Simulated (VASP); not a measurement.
Output of a VASP run:

**OSZICAR**
```
       N       E                     dE             d eps       ncg     rms          rms(c)
DAV:   1     0.122661400574E+03    0.12266E+03   -0.90298E+03   320   0.804E+02
DAV:   2    -0.290169702960E+01   -0.12556E+03   -0.12449E+03   336   0.234E+02
DAV:   3    -0.177703674603E+02   -0.14869E+02   -0.14800E+02   488   0.685E+01
DAV:   4    -0.184778029489E+02   -0.70744E+00   -0.70650E+00   368   0.149E+01
DAV:   5    -0.185285917832E+02   -0.50789E-01   -0.50786E-01   416   0.305E+00    0.120E+01
DAV:   6    -0.184995465184E+02    0.29045E-01   -0.52618E+01   368   0.445E+01    0.162E+01
DAV:   7    -0.165311390273E+02    0.19684E+01   -0.46743E+01   360   0.394E+01    0.604E+00
DAV:   8    -0.161122466521E+02    0.41889E+00   -0.19177E+00   312   0.993E+00    0.236E+00
DAV:   9    -0.161061736445E+02    0.60730E-02   -0.11547E+00   376   0.661E+00    0.185E+00
DAV:  10    -0.160775696087E+02    0.28604E-01   -0.51575E-01   336   0.493E+00    0.786E-01
DAV:  11    -0.160720937430E+02    0.54759E-02   -0.51956E-02   312   0.169E+00    0.219E-01
DAV:  12    -0.160723059347E+02   -0.21219E-03   -0.23664E-03   320   0.397E-01    0.191E-01
DAV:  13    -0.160720523148E+02    0.25362E-03   -0.64341E-04   312   0.101E-01    0.693E-02
DAV:  14    -0.160719530119E+02    0.99303E-04   -0.41762E-04   344   0.137E-01    0.327E-02
DAV:  15    -0.160720260593E+02   -0.73047E-04   -0.43171E-05   296   0.380E-02    0.248E-02
DAV:  16    -0.160720621907E+02   -0.36131E-04   -0.91713E-05   352   0.597E-02    0.335E-02
DAV:  17    -0.160721175351E+02   -0.55344E-04   -0.58893E-05   336   0.531E-02    0.370E-03
DAV:  18    -0.160721602855E+02   -0.42750E-04   -0.74046E-06   320   0.166E-02    0.119E-02
DAV:  19    -0.160721965035E+02   -0.36218E-04   -0.14071E-06   208   0.551E-03    0.784E-03
DAV:  20    -0.160722071226E+02   -0.10619E-04   -0.14862E-06   216   0.741E-03    0.290E-03
DAV:  21    -0.160722111734E+02   -0.40508E-05   -0.37700E-07   192   0.279E-03    0.876E-04
DAV:  22    -0.160722118146E+02   -0.64120E-06   -0.14136E-07   128   0.244E-03
   1 F= -.16072212E+02 E0= -.16054058E+02  d E =-.363068E-01
```

### OUTCAR
```
------------------------ aborting loop because EDIFF is reached ----------------------------------------
  FORCE on cell =-STRESS in cart. coord.  units (eV):
  Direction    XX          YY          ZZ          XY          YZ          ZX
  --------------------------------------------------------------------------------------
  Total        0.2232925      0.2232925      2.6505668     -0.0000000      0.0000000      0.0000000
  in kB        1.5989530      1.5989530     18.9801785     -0.0000002      0.0000000      0.0000000
  external PRESSURE =       7.3926948 kB  Pullay stress =       0.0000000 kB
  volume of cell :      223.74
      direct lattice vectors                 reciprocal lattice vectors
     3.878967000  0.000000000  0.000000000     0.257800595  0.148841280  0.000000000
    -1.939484000  3.359284000  0.000000000     0.000000000  0.297682482  0.000000000
     0.000000000  0.000000000 17.170630000     0.000000000  0.000000000  0.058238981
 POSITION                                       TOTAL-FORCE (eV/Angst)
 -----------------------------------------------------------------------------------
      0.00000      0.00000      8.58531         0.000000      0.000000     -0.000000
     -0.00000      2.23952     10.17063         0.000000     -0.000000      0.861981
      1.93949      1.11976      7.00000        -0.000000      0.000000     -0.861981
 -----------------------------------------------------------------------------------
    total drift:                                0.000000      0.000000      0.000000
  FREE ENERGIE OF THE ION-ELECTRON SYSTEM (eV)
  ---------------------------------------------------
  free  energy   TOTEN  =       -16.0722118146 eV

  energy  without entropy=      -16.0359049987  energy(sigma->0) =      -16.05405841
```
(Selected blocks of OUTCAR.)

### POSCAR
```
TiTe2
1
    3.8789670000     0.0000000000     0.0000000000
   -1.9394840000     3.3592840000     0.0000000000
    0.0000000000     0.0000000000    17.1706300000
Ti Te
1 2
Direct
  0.0000000000   0.0000000000   0.5000000000
  0.3333330000   0.6666670000   0.5923270000
  0.6666670000   0.3333330000   0.4076730000
```

**Question.** Write an INCAR and KPOINTS that could have produced this output.

**Answer.** Several could match; the one computed here: the input of the run itself, PBE GGA, plane waves, VASP's PBE PAW potentials (set 64).

**INCAR**
```
SYSTEM = TiTe2
PREC = Accurate
ENCUT = 300
EDIFF = 1E-6
NELM = 100
ALGO = Normal
LREAL = .FALSE.
LASPH = .TRUE.
ISMEAR = -1
SIGMA = 0.1
GGA = PE
LMAXMIX = 4
LWAVE = .FALSE.
LCHARG = .FALSE.
ISIF = 2
```

File KPOINTS:
```
Automatic mesh
0
Gamma
7 7 1
0 0 0
```

POTCAR, in this order: Ti_sv Te (PBE.64 set). Program: vasp_std.

At this cut-off the stress carries a Pulay error, which pulls relaxed volumes low. The cell holds a wide vacuum, so values per volume refer to the whole cell.

The cell is a sheet with vacuum, built from a generated structure.
